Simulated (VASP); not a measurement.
Level of theory: PBEsol GGA, VASP's PBE PAW potentials (set 64) (plane waves; VASP). Each cell was relaxed at this level.

Task: Which of these has an unstable (imaginary) mode at Γ?
A. CeMg, P-6m2 (187)
B. Mg3ZnO4, P4/mmm (123)
C. CoAl, Pm-3m (221)
D. WO3, P4/nmm (129)

Result: D, WO3, P4/nmm (129). Its optical Γ-point modes are 149i (×2), 47i, 130, 245 (×2), 245 (×2), 247, 306 (×2), 317, 361 (×2), 446, 492, 599 (×2), 770, 776, 1034 cm⁻¹.
